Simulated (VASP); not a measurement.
Energy against volume of Si (diamond). Method: LDA (Ceperley-Alder, Perdew-Zunger), VASP's LDA PAW potentials (set 64) (plane waves; VASP 6.6.1). Settings: 520 eV cut-off, 8×8×8 Γ-centred mesh, Gaussian smearing of 0.050 eV, potentials Si.

```json
[
 {"V (Å³/atom)": "19.124", "E (eV/atom)": "-5.95208"},
 {"V (Å³/atom)": "19.716", "E (eV/atom)": "-5.95779"},
 {"V (Å³/atom)": "20.307", "E (eV/atom)": "-5.95275"},
 {"V (Å³/atom)": "20.899", "E (eV/atom)": "-5.93854"}
]
```

**Question.** Fit these four points and predict the energy of the run at 18.533 Å³/atom.

**Answer.** A cubic in V^(−2/3), the third-order Birch-Murnaghan form, passes through the four points with V0 = 19.72 Å³/atom and B0 = 97 GPa, and gives -5.9337 eV/atom there. The run gave -5.9338 eV/atom, -0.1 meV/atom from the fit; all five points give B0 = 97 GPa.

The compound is Si in the diamond structure. It was relaxed first.
